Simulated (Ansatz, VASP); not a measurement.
# PtS2 in two plane-wave programs

Aim: how closely do two programs agree when they are given the same cell, functional and k mesh? Of the first pair: The structure shown is the start of the Ansatz relaxation below; VASP solves that cell, so the two are compared at the walk's first step.

Method: plane waves, with VASP 6.6.1 beside it; single point at PBE with D3(BJ) and zone-centre phonons at PBE with D3(BJ), in Ansatz 0.2.0.

## 1. Set-up

It takes space group P-3m1 (No. 164, trigonal). Conventional cell: a = 3.576 Å, b = 3.576 Å, c = 4.804 Å, α = 90.00°, β = 90.00°, γ = 120.00°. Nearest to S lie 3 Pt at 2.40 Å. Nearest to Pt lie 6 S at 2.40 Å. Farther neighbours and most contacts between anions are not listed.

## 2. Ansatz: relaxation, PBE with D3(BJ)

Ansatz runs on its PAW soft_1 files.

The two programs are compared at the cell with which this relaxation starts, whose forces are those of its first step.

File input.yaml:

```yaml
crystal:
  lattice:
    - [3.5758499745, 0.0, 0.0]
    - [-1.7879249872, 3.0967769181, 0.0]
    - [0.0, 0.0, 4.8038200589]
  atoms:
    - { symbol: S, position: [0.3333333332, 0.6666666668, 0.2549967158] }
    - { symbol: S, position: [0.6666666668, 0.3333333332, 0.7450032842] }
    - { symbol: Pt, position: [0.0, 0.0, 0.0] }
kpoints:
  mp_grid: { grid: [12, 12, 8] }
hamiltonian:
  xc: pbe
  dispersion: d3bj
  pseudopotentials: { kind: paw, azcp: { folder: soft_1 } }
scf:
  occupations: { method: gaussian, width: 0.01 }
output:
  forces: true
  stress: true
  eigenvalues: true
relax:
  adjacent_minimum: "off"
  f_tol: 0.001
  max_steps: 60
  cell: { stress_tol: 0.01, fix: [c, angles] }
```

Launch:

```
$ ansatz run input.yaml --threads 4 --pin off --max-ram 10240MiB --backend cpu --events-out ev --progress --plain --runs-dir out
```

Numbers of over 12 decimals in the logs are rounded to 6 here.

What it wrote:

```text
Warning: crystal.symmetry: narrowed to the stabiliser of the fixed cell quantities (relax.cell.fix) — unitary ops 12 → 4. The narrowing is safe, since a smaller group never makes results wrong: the run goes on under it, on as many k-points as the starting group would need, or more. Excluded: 8 operations that would move a fixed cell quantity at a test strain (relax.cell.fix fixes c, alpha, beta, gamma). The cell can leave their symmetry as it relaxes.
Engine: ansatz 0.2.0, aarch64-unknown-linux-gnu
Pseudopotentials: kind: paw
Pseudopotential: S, paw, valence charge 6, recommended cutoff 420 eV (normal), soft_1/S.paw.azcp
Pseudopotential: Pt, paw, valence charge 18, recommended cutoff 420 eV (normal), soft_1/Pt.paw.azcp
Functional definition: PBE
  parameter kappa = 0.804
  parameter beta = 0.066725
  exchange = pbe_x(kappa = kappa, mu = beta*pi^2/3)
  correlation = pbe_c(beta = beta)
Crystal: 3 atoms, lattice volume = 53.196 Å³
Basis set: ecut = 420 eV, 1007 PW (Γ), exchange–correlation on 48×48×72 points (8 copies of the dense FFT grid, shifted against one another)
Bands: 19, of which v1, the nominal top of the filled ones, is band 15 counted from 1 (14 counted from 0)
Symmetry: 4 space group operations
k-points: 320 of 1152
Non-local potential: S, projectors of the file, l = 0: 2, l = 1: 2, l = 2: 1
Non-local potential: Pt, projectors of the file, l = 0: 3, l = 1: 2, l = 2: 2, l = 3: 1
PAW form: soft (Blöchl's): semilocal exchange-correlation on the pseudo side does not see the compensation charge
PAW one-centre angular grid: S, 110 points (default); XC on 64 Gauss nodes
PAW one-centre angular grid: Pt, 590 points (default); XC on 64 Gauss nodes
Initial density: superposition of atomic densities (chi_scale 0.1, normalization cell, long waves kept (reshape's long-wave potential 0.01 eV rms))
Initial wavefunctions: pseudopotential atomic-orbital guess
Functional: x = pbe(κ = 0.804, μ = 0.219515), c = pbe(β = 0.066725)
SCF iter   1: F=—  HF=-14331.671983 eV  |F-HF|=—  |Δ(HF+E_count)|=         —  Δρ=7.79e-2  dr2=2.84e0  ethr=3.10e-3  ⟨swp⟩=6.5  Hψ=34164  notcnv=0
preconditioner: auto → Resta (q_TF=auto, 2.480 Å⁻¹)  ε∞=7.3  [insulator: Δε(μ)=0.865 eV  Ē_g=9.534 eV  σ=0.010 eV  W_gap=1.00  n_scr=20 (ndim 8)  ℏωp=23.9 eV  f_vac=0.000  D(μ)=0.00/eV (n_scr^D=0)  ε∞_Penn≈7.3]
SCF iter   2: F=—  HF=-14331.244437 eV  |F-HF|=—  |Δ(HF+E_count)|=   4.28e-1  Δρ=3.66e-2  dr2=5.67e-1  ethr=3.10e-3  ⟨swp⟩=2.8  Hψ=12025  notcnv=0
SCF iter   3: F=—  HF=-14331.152531 eV  |F-HF|=—  |Δ(HF+E_count)|=   9.19e-2  Δρ=5.12e-3  dr2=8.51e-3  ethr=1.89e-3  ⟨swp⟩=2.8  Hψ=9908  notcnv=0
SCF iter   4: F=—  HF=-14331.153539 eV  |F-HF|=—  |Δ(HF+E_count)|=   1.01e-3  Δρ=7.51e-4  dr2=3.44e-4  ethr=2.84e-5  ⟨swp⟩=2.1  Hψ=12474  notcnv=0
SCF iter   5: F=—  HF=-14331.153799 eV  |F-HF|=—  |Δ(HF+E_count)|=   2.60e-4  Δρ=2.20e-4  dr2=2.87e-5  ethr=1.15e-6  ⟨swp⟩=2.0  Hψ=10857  notcnv=0
SCF iter   6: F=—  HF=-14331.153801 eV  |F-HF|=—  |Δ(HF+E_count)|=   1.50e-6  Δρ=4.75e-5  dr2=1.26e-6  ethr=9.57e-8  ⟨swp⟩=2.0  Hψ=9197  notcnv=0
SCF iter   7: F=-14331.153803 eV  HF=-14331.153803 eV  |F-HF|=5.64e-8  |Δ(HF+E_count)|=   2.32e-6  Δρ=8.79e-6  dr2=4.17e-8  ethr=3.33e-10  ⟨swp⟩=8.0  Hψ=33206  notcnv=0
SCF 1 converged in 7 iterations: F = -14331.153803 eV  dr2 = 4.17e-8
  greatest PAW one-centre occupation: 1.000 electrons in one spin orbital (limit 2), on the Pt atom at site 2 (counted from 0), in its partial waves of l = 0
relax step   1: F+E_penalty+E_count = -14331.15380324 eV  Δ(F+E_penalty+E_count) = +0.000e0 eV  max|allowed force component| = 1.337e-1 eV/Å  Δτ_max = 0.0000 Å  P = -1.211 GPa  Ω = 53.196 Å³  fix = [c, alpha, beta, gamma]  reactions: c -1.732 GPa; alpha -0.000, beta +0.000, gamma +0.000 GPa/rad  (7 SCF iters, dr2 threshold 1.00e-7 eV, accepted)
[...]
relax step   3: F+E_penalty+E_count = -14331.15533081 eV  Δ(F+E_penalty+E_count) = -1.436e-4 eV  max|allowed force component| = 6.283e-4 eV/Å  Δτ_max = 0.0040 Å  P = -0.239 GPa  Ω = 53.077 Å³  energy of the carried Pulay correction = +3.509e-5 eV  fix = [c, alpha, beta, gamma]  reactions: c -0.804 GPa; alpha -0.000, beta +0.000, gamma -0.000 GPa/rad  (6 SCF iters, dr2 threshold 7.27e-8 eV, accepted)
[...]
relax step   4: F+E_penalty+E_count = -14331.15532785 eV  Δ(F+E_penalty+E_count) = +2.960e-6 eV  max|allowed force component| = 2.507e-4 eV/Å  Δτ_max = 0.0003 Å  P = -0.273 GPa  Ω = 53.096 Å³  energy of the carried Pulay correction = +2.950e-5 eV  fix = [c, alpha, beta, gamma]  reactions: c -0.811 GPa; alpha -0.000, beta +0.000, gamma -0.000 GPa/rad  (6 SCF iters, dr2 threshold 4.81e-9 eV, accepted)
[...]
relax step   5: F+E_penalty+E_count = -14331.15529411 eV  Δ(F+E_penalty+E_count) = +3.375e-5 eV  max|allowed force component| = 2.301e-4 eV/Å  Δτ_max = 0.0000 Å  P = -0.272 GPa  Ω = 53.096 Å³  fix = [c, alpha, beta, gamma]  reactions: c -0.811 GPa; alpha -0.000, beta +0.000, gamma -0.000 GPa/rad  stress off target by 3.18e-3 GPa on what of the cell is left free  SCF on the basis re-selected at this cell (its energy is not comparable with the rows above)  (7 SCF iters)
basis re-selected at this cell: Δ(F+E_penalty+E_count) = +3.375e-5 eV, ΔP = +0.001 GPa vs the last step (what re-selecting the basis moved, of the pressure what is left beyond the Pulay correction that the steps carried, after the strain that the cell walked since its last selection, with what the two solves' SCF thresholds leave and, on support functions, any second-order correction that the steps lacked; it is no m [...]
SCF converged after 7 iterations
Free energy (F): -14331.155294 eV
Harris-Foulkes:  -14331.155294 eV  (|F-HF|=1.82e-12)
Internal energy: -14331.155294 eV  (E = F + TS)
E sigma→0 (E₀):  -14331.155294 eV
Fermi energy:    12.031019 eV
--- Per-component energies (eV) ---
  E_band       = -299.591516
  E_kinetic    = 806.474744
  E_local      = -2848.819466  (includes V_loc(G=0)·N_el)
  E_nonlocal   = 272.072358
  E_hartree    = 1121.931742
  E_xc         = -409.956079
  E_vxc        = -436.676743  (∫ρ·V_xc dr)
  E_paw        = -10700.461508  (= ΣΔE_a)
  E_vpaw       = -336.506985  (= ΣTr[D̂ρ^β])
  E_aug_tail   = 0.001129  (compensation charges beyond the density's cutoff)
  E_ewald      = -2571.078845
  E_disp       = -1.319369  (pairwise vdW)
  E_smearing   = -0.000000  (= −TS)
  E_closure    = 0.000000  (closes the sum)
  Σ components = -14331.155294   (vs F -14331.155294, Δ=0.00e0)
--- Forces (eV/Å), atoms counted from 1 ---
  atom   1  S     -0.00000001     0.00000000    -0.00023011
  atom   2  S      0.00000001    -0.00000000     0.00023011
  atom   3  Pt     0.00000000     0.00000000     0.00000000
  max |Σ_I F_I| component: 3.94e-31 eV/Å
--- Stress (GPa, compression-positive) ---
       -0.003181       0.000000      -0.000000
        0.000000      -0.003181       0.000000
       -0.000000       0.000000      -0.811090
  P = ⅓ Tr σ = -0.2725 GPa (-2.725 kbar)
--- Band table (eV; the first three rows and the last of 320) ---
  k-point 0: bands = [... 11 lower, 9.5129, 10.4338, 10.4338, 11.8914, 13.3243, 13.3243, 15.8264, 16.9693]
  k-point 1: bands = [... 11 lower, 9.4749, 10.3647, 10.3647, 11.6260, 13.4502, 13.4502, 15.9646, 17.2636]
  k-point 2: bands = [... 11 lower, 9.3245, 10.2103, 10.2103, 11.0631, 13.7554, 13.7554, 16.3660, 17.9071]
  k-point 319: bands = [... 11 lower, 8.4278, 8.7886, 8.8256, 10.3627, 12.9316, 13.6584, 16.8734, 16.8830]
--- Relaxed structure (4 steps of the walk, 4 accepted, 1 SCFs on fresh bases) ---
  F+E_penalty+E_count = -14331.15529411 eV   max|allowed force component| = 2.301e-4 eV/Å   (the final SCF, on the basis selected at the relaxed cell)
  cell:  # Å, volume = 53.0956 Å³
    - [3.572487, -2.884044333156302e-11, 0]
    - [-1.786244, 3.093865, 0]
    - [0, 0, 4.8038200589]
  atoms:
    - { symbol: S, position: [0.333333, 0.666667, 0.253147] }
    - { symbol: S, position: [0.666667, 0.333333, 0.746853] }
    - { symbol: Pt, position: [0, 0, 0.0] }
```

In the SCF lines HF is the Harris–Foulkes energy and dr2 the Hartree energy of the density residual, in eV; the loop may stop once dr2 is under the threshold and the program's other checks hold. Hψ counts applications of the Hamiltonian.

## 3. VASP: single point, PBE with D3(BJ), start cell, pair 1

The same cell, functional, mesh and smearing now go to VASP, with its own data sets.

Lines of VASP's logs that name or quote its potential files are left out, and so is its time.

File INCAR:

```
SYSTEM = PtS2
PREC = Accurate
ENCUT = 400
EDIFF = 1E-06
NELM = 120
ISMEAR = 0
SIGMA = 0.01
LREAL = .FALSE.
ALGO = Normal
GGA = PE
IVDW = 12
NBANDS = 17
LASPH = .TRUE.
LORBIT = 11
LWAVE = .FALSE.
LCHARG = .FALSE.
ISIF = 2
GGA_COMPAT = .FALSE.
EFERMI = MIDGAP
KPAR = 2
```

File POSCAR:

```
PtS2
1.0
    3.5758500000      0.0000000000      0.0000000000
   -1.7879250000      3.0967770000      0.0000000000
    0.0000000000      0.0000000000      4.8038200000
S Pt
2 1
Direct
    0.3333333333      0.6666666667      0.2549966485
    0.6666666667      0.3333333333      0.7450033515
    0.0000000000      0.0000000000      0.0000000000
```

File KPOINTS:

```
Automatic mesh
0
Gamma
12 12 8
0 0 0
```

PAW data sets: S and Pt (PBE family, release 64).

Launch:

```
$ mpirun -np 2 vasp_std
```

What it wrote:

```text
[banner, memory and clock lines left out]
running    2 mpi-ranks, on    1 nodes
 distrk:  each k-point on    1 cores,    2 groups
 distr:  one band on    1 cores,    1 groups

 POSCAR found type information on POSCAR S Pt
 POSCAR found :  2 types and       3 ions
 LDA part: xc-table for (Slater+PW92), standard interpolation
 POSCAR, INCAR and KPOINTS ok, starting setup
 FFT: planning ... GRIDC
 FFT: planning ... GRID_SOFT
 FFT: planning ... GRID
 WAVECAR not read
 entering main loop
       N       E                     dE             d eps       ncg     rms          rms(c)
DAV:   1     0.895200393466E+02    0.89520E+02   -0.90767E+03  4662   0.931E+02
DAV:   2    -0.128601889661E+02   -0.10238E+03   -0.99277E+02  5605   0.202E+02
DAV:   3    -0.166171681283E+02   -0.37570E+01   -0.37368E+01  5619   0.407E+01
DAV:   4    -0.166521997447E+02   -0.35032E-01   -0.35017E-01  6020   0.433E+00
DAV:   5    -0.166527621673E+02   -0.56242E-03   -0.56238E-03  5805   0.518E-01    0.176E+01
DAV:   6    -0.156250092312E+02    0.10278E+01   -0.68669E+00  4518   0.256E+01    0.123E+01
DAV:   7    -0.153628628812E+02    0.26215E+00   -0.13018E+00  4519   0.117E+01    0.577E+00
DAV:   8    -0.153501723162E+02    0.12691E-01   -0.73412E-02  5099   0.186E+00    0.132E+00
DAV:   9    -0.153466266003E+02    0.35457E-02   -0.10033E-02  5515   0.105E+00    0.235E-01
DAV:  10    -0.153467957989E+02   -0.16920E-03   -0.14994E-03  5587   0.252E-01    0.928E-02
DAV:  11    -0.153468468397E+02   -0.51041E-04   -0.57878E-05  5459   0.608E-02    0.482E-02
DAV:  12    -0.153468495617E+02   -0.27220E-05   -0.86092E-06  5678   0.266E-02    0.991E-03
DAV:  13    -0.153468507204E+02   -0.11586E-05   -0.10116E-06  4276   0.751E-03    0.406E-03
DAV:  14    -0.153468508753E+02   -0.15493E-06   -0.21785E-07  2972   0.356E-03
   1 F= -.16663848E+02 E0= -.16663848E+02  d E =-.341776E-72
```

OUTCAR, selected parts (step 3):

```text
ion  position               nearest neighbor table
   1  0.333  0.667  0.255-   3 2.40   3 2.40   3 2.40
   2  0.667  0.333  0.745-   3 2.40   3 2.40   3 2.40
   3  0.000  0.000  0.000-   1 2.40   2 2.40   2 2.40   1 2.40   2 2.40   1 2.40

  LATTYP: Found a hexagonal cell.
 ALAT       =     3.5758500000
 C/A-ratio  =     1.3434064628

 Subroutine GETGRP returns: Found 12 space group operations
 (whereof 12 operations were pure point group operations)

The static configuration has the point symmetry D_3d.

 Found    131 irreducible k-points:

   k-points           NKPTS =    131   k-points in BZ     NKDIM =    131   number of bands    NBANDS=     17

   dimension x,y,z NGX =    24 NGY =   24 NGZ =   32
   dimension x,y,z NGXF=    48 NGYF=   48 NGZF=   64

   ENCUT  =  400.0 eV  29.40 Ry    5.42 a.u.   5.83  5.83  7.83*2*pi/ulx,y,z

   NELECT =      22.0000    total number of electrons

 k-points in reciprocal lattice and weights: Automatic mesh
   0.00000000  0.00000000  0.00000000       0.001
   0.08333333  0.00000000  0.00000000       0.005
   0.16666667  0.00000000  0.00000000       0.005
   0.25000000  0.00000000  0.00000000       0.005
   0.33333333  0.00000000  0.00000000       0.005
   0.41666667  0.00000000  0.00000000       0.005
   0.50000000  0.00000000  0.00000000       0.003
   0.08333333  0.08333333  0.00000000       0.005
   0.16666667  0.08333333  0.00000000       0.010
[...]
0.33333333  0.25000000  0.50000000       0.010
   0.33333333  0.33333333  0.50000000       0.002

 average (electrostatic) potential at core
       1 -85.0453       2 -85.0453       3 -67.9089

 E-fermi :   7.6294

 k-point     1 :       0.0000    0.0000    0.0000
  band No.  band energies     occupation
    ...
      7       3.4188      2.00000
      8       5.0946      2.00000
      9       6.0494      2.00000
     10       6.0494      2.00000
     11       7.5043      2.00000
     12       8.8671      0.00000
     13       8.8671      0.00000
     14      11.4410      0.00000
     15      12.5376      0.00000
     16      15.0785      0.00000
    ...

 k-point     2 :       0.0833    0.0000    0.0000
  band No.  band energies     occupation
    ...
      7       3.3502      2.00000
      8       4.8804      2.00000
      9       5.9297      2.00000
     10       6.0269      2.00000
     11       7.3094      2.00000
     12       8.7907      0.00000
     13       8.8705      0.00000
     14      11.9334      0.00000
     15      12.8911      0.00000
     16      14.8738      0.00000
    ...

 k-point     3 :       0.1667    0.0000    0.0000
  band No.  band energies     occupation
    ...
      7       3.2011      2.00000
      8       4.4017      2.00000
      9       5.7230      2.00000
     10       5.8867      2.00000
     11       6.7638      2.00000
     12       8.8230      0.00000
     13       8.9512      0.00000
     14      12.7560      0.00000
     15      13.5640      0.00000
     16      14.8355      0.00000
    ...

 Edisp (eV)   -1.31700

  Total      -0.48522    -0.48522    -0.67233     0.00000     0.00000     0.00000
  in kB     -14.61428   -14.61428   -20.24956     0.00000     0.00000     0.00000
  external pressure =      -16.49 kB  Pullay stress =        0.00 kB

  energy-cutoff  :      400.00
  volume of cell :       53.20
      direct lattice vectors                 reciprocal lattice vectors
     3.575850000  0.000000000  0.000000000     0.279653789  0.161458187  0.000000000
    -1.787925000  3.096777000  0.000000000     0.000000000  0.322916374  0.000000000
     0.000000000  0.000000000  4.803820000     0.000000000  0.000000000  0.208167667

 POSITION                                       TOTAL-FORCE (eV/Angst)
 -----------------------------------------------------------------------------------
     -0.00000      2.06452      1.22496         0.000000      0.000000     -0.173351
      1.78793      1.03226      3.57886         0.000000      0.000000      0.173351
      0.00000      0.00000      0.00000        -0.000000      0.000000      0.000000
 -----------------------------------------------------------------------------------
    total drift:                               -0.000000      0.000000      0.000000

  FREE ENERGIE OF THE ION-ELECTRON SYSTEM (eV)
  ---------------------------------------------------
  free  energy   TOTEN  =       -16.6638479313 eV

  energy  without entropy=      -16.6638479313  energy(sigma->0) =      -16.66384793

 total charge
# of ion       s       p       d       tot
------------------------------------------
    1        1.367   2.259   0.000   3.626
    2        1.367   2.259   0.000   3.626
    3        0.689   0.762   7.972   9.422
--------------------------------------------------
tot          3.422   5.280   7.972  16.674

[... 3 further parts left out ...]
```

The run ends at a pressure of -1.65 GPa, with forces up to 0.17 eV/Å.

## 4. Comparison

Known differences besides the potentials themselves: the data sets hold 30 valence electrons in Ansatz (on its PAW soft_1 files) and 22 in VASP; the cutoff is 420 eV in Ansatz and 400 eV in VASP. Total energies have different zeros and are not compared.

Forces (eV/Å; atoms numbered as in POSCAR):

```csv
atom,"Ansatz x, y, z","VASP x, y, z"
S1,"0.000, 0.000, -0.134","0.000, 0.000, -0.173"
S2,"0.000, 0.000, 0.134","0.000, 0.000, 0.173"
Pt3,"0.000, 0.000, 0.000","0.000, 0.000, 0.000"
```

The forces differ by 19 meV/Å r.m.s., which is 22.9 % of the r.m.s. force of 0.082 eV/Å (both taken over all components).

## 5. Ansatz: relaxation, PBE with D3(BJ)

The two programs are compared at the cell with which this relaxation starts, whose forces are those of its first step. The cell compared in this pair holds 53.61 Å³, against 53.20 Å³ for the pair before.

The structure compared here is the start of the Ansatz relaxation; VASP solves that cell, so the two are compared at the walk's first step.

input.yaml, the sections that differ from step 2:

```yaml
crystal:
  lattice:
    - [3.5724871386, 0.0, 0.0]
    - [-1.7862435693, 3.0938646168, 0.0]
    - [0.0, 0.0, 4.8504590886]
  atoms:
    - { symbol: S, position: [0.3333333335, 0.6666666665, 0.2531468319] }
    - { symbol: S, position: [0.6666666665, 0.3333333335, 0.7468531681] }
    - { symbol: Pt, position: [0.0, 0.0, 0.0] }
# kpoints, hamiltonian, scf, output, relax: as in step 2
```

Launch:

```
$ ansatz run input.yaml --threads 4 --pin off --max-ram 10240MiB --backend cpu --events-out ev --progress --plain --runs-dir out
```

What it wrote:

```text
[...]
Crystal: 3 atoms, lattice volume = 53.611 Å³
Basis set: ecut = 420 eV, 1019 PW (Γ), exchange–correlation on 48×48×72 points (8 copies of the dense FFT grid, shifted against one another)
Bands: 19, of which v1, the nominal top of the filled ones, is band 15 counted from 1 (14 counted from 0)
Symmetry: 4 space group operations
k-points: 320 of 1152
[...]
--- Relaxed structure (4 steps of the walk, 4 accepted, 1 SCFs on fresh bases) ---
[...]
cell:  # Å, volume = 53.5147 Å³
    - [3.569275, -4.891131047993447e-19, 0]
    - [-1.784637, 3.091083, 0]
    - [0, 0, 4.8504590886]
  atoms:
    - { symbol: S, position: [0.333333, 0.666667, 0.251295] }
    - { symbol: S, position: [0.666667, 0.333333, 0.748705] }
    - { symbol: Pt, position: [0, 0, 0.0] }
[key lines of the parts left out:]
SCF converged after 8 iterations
Free energy (F): -14331.152373 eV
Fermi energy:    11.872709 eV
P = ⅓ Tr σ = -0.3378 GPa (-3.378 kbar)
```

(Part 1 of 2 ends here.)

[Lines on the potential files, build, host, timing and source positions are cut from VASP's logs without a mark.]

[Logs are printed without paths, hosts, clocks, repeated set-up lines and the standing remarks that a program may print on its own settings, such as how far it seeks lower states.]

[Hosts, paths, dates, database ids (printed as entryN), source tags and the programs' standing remarks are cut or masked in the printed files.]
